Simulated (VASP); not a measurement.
Level of theory: PBE GGA with D4 dispersion, VASP's PBE PAW potentials (set 64) (plane waves; VASP 6.6.1).

A VASP calculation is set up with these files.

File POSCAR:
```
KCl
1
    0.0000000000     3.0905310729     3.0905310729
    3.0905310729     0.0000000000     3.0905310729
    3.0905310729     3.0905310729     0.0000000000
K Cl
1 1
Direct
  0.0000000000   0.0000000000   0.0000000000
  0.5000000000   0.5000000000   0.5000000000
```

**INCAR**
```
ALGO  =  Normal
EDIFF  =  1E-7
ENCUT  =  520
GGA  =  PE
ISIF  =  2
ISMEAR  =  0
IVDW  =  13
LASPH  =  .TRUE.
LCHARG  =  .FALSE.
LREAL  =  .FALSE.
LWAVE  =  .FALSE.
NELM  =  100
PREC  =  Accurate
SIGMA  =  0.05
SYSTEM  =  KCl
```

### KPOINTS
```
Automatic mesh
0
Gamma
7 7 7
0 0 0
```

POTCAR, in this order: K_sv Cl (PBE.64 set). Program: vasp_std.

Output

### OSZICAR
```
       N       E                     dE             d eps       ncg     rms          rms(c)
DAV:   1     0.113161112873E+03    0.11316E+03   -0.75238E+03   480   0.122E+03
DAV:   2     0.113917947416E+00   -0.11305E+03   -0.10204E+03   616   0.286E+02
DAV:   3    -0.677723554175E+01   -0.68912E+01   -0.68392E+01   612   0.662E+01
DAV:   4    -0.705244087195E+01   -0.27521E+00   -0.27496E+00   852   0.116E+01
DAV:   5    -0.705356262262E+01   -0.11218E-02   -0.11217E-02   628   0.854E-01    0.361E+00
DAV:   6    -0.677560973402E+01    0.27795E+00   -0.52926E-01   584   0.412E+00    0.296E+00
DAV:   7    -0.676185685558E+01    0.13753E-01   -0.13552E-01   612   0.229E+00    0.168E+00
DAV:   8    -0.677390768700E+01   -0.12051E-01   -0.20256E-02   640   0.125E+00    0.195E-01
DAV:   9    -0.677450908543E+01   -0.60140E-03   -0.10117E-03   636   0.219E-01    0.102E-01
DAV:  10    -0.677517687232E+01   -0.66779E-03   -0.69860E-04   544   0.207E-01    0.129E-02
DAV:  11    -0.677518598404E+01   -0.91117E-05   -0.16449E-05   700   0.300E-02    0.562E-03
DAV:  12    -0.677518917383E+01   -0.31898E-05   -0.43857E-06   584   0.171E-02    0.195E-03
DAV:  13    -0.677518927349E+01   -0.99664E-07   -0.30289E-07   656   0.411E-03
   1 F= -.69988298E+01 E0= -.69988298E+01  d E =-.587035E-18
```

**OUTCAR**
```
------------------------ aborting loop because EDIFF is reached ----------------------------------------
  Edisp (eV):   -0.22364
  FORCE on cell =-STRESS in cart. coord.  units (eV):
  Direction    XX          YY          ZZ          XY          YZ          ZX
  --------------------------------------------------------------------------------------
  Total       0.49120     0.49120     0.49120     0.00000    -0.00000    -0.00000
  in kB      13.33031    13.33031    13.33031     0.00000    -0.00000    -0.00000
  external pressure =       13.33 kB  Pullay stress =        0.00 kB
  volume of cell :       59.04
      direct lattice vectors                 reciprocal lattice vectors
     0.000000000  3.090531073  3.090531073    -0.161784492  0.161784492  0.161784492
     3.090531073  0.000000000  3.090531073     0.161784492 -0.161784492  0.161784492
     3.090531073  3.090531073  0.000000000     0.161784492  0.161784492 -0.161784492
  FREE ENERGIE OF THE ION-ELECTRON SYSTEM (eV)
  ---------------------------------------------------
  free  energy   TOTEN  =        -6.9988297575 eV

  energy  without entropy=       -6.9988297575  energy(sigma->0) =       -6.99882976
```
(Selected blocks of OUTCAR.)

**OUTCAR**
```
 val. band max:       -1.6183493751   @ k =   0.0000   0.0000   0.0000

 cond. band min:       3.7601565460   @ k =   0.0000   0.0000   0.0000


 Fermi energy:        -1.3282115453

 k-point     1 :       0.0000    0.0000    0.0000
  band No.  band energies     occupation
      1     -28.6896      2.00000
      2     -13.7999      2.00000
      3     -12.1512      2.00000
      4     -12.1512      2.00000
      5     -12.1512      2.00000
      6      -1.6183      2.00000
      7      -1.6183      2.00000
      8      -1.6183      2.00000
      9       3.7602      0.00000
     10       6.7864      0.00000
     11       6.7864      0.00000
     12       6.7864      0.00000

 k-point     2 :       0.1429    0.0000    0.0000
  band No.  band energies     occupation
      1     -28.6869      2.00000
      2     -13.8441      2.00000
      3     -12.1531      2.00000
      4     -12.1531      2.00000
      5     -12.0952      2.00000
      6      -1.8820      2.00000
      7      -1.6926      2.00000
      8      -1.6926      2.00000
      9       4.2643      0.00000
     10       6.6522      0.00000
     11       7.0553      0.00000
     12       7.0553      0.00000

 k-point     3 :       0.2857    0.0000    0.0000
  band No.  band energies     occupation
      1     -28.6810      2.00000
      2     -13.9347      2.00000
      3     -12.1576      2.00000
      4     -12.1576      2.00000
      5     -11.9775      2.00000
      6      -2.3814      2.00000
      7      -1.8513      2.00000
      8      -1.8513      2.00000
      9       5.3350      0.00000
     10       6.6598      0.00000
     11       7.8075      0.00000
     12       7.8075      0.00000

 k-point     4 :       0.4286    0.0000    0.0000
  band No.  band energies     occupation
      1     -28.6762      2.00000
      2     -14.0006      2.00000
      3     -12.1612      2.00000
      4     -12.1612      2.00000
      5     -11.8892      2.00000
      6      -2.7224      2.00000
...
```

The compound is KCl in the rock salt structure. This cell is one point of a volume scan, at 0.94 of the reference volume.
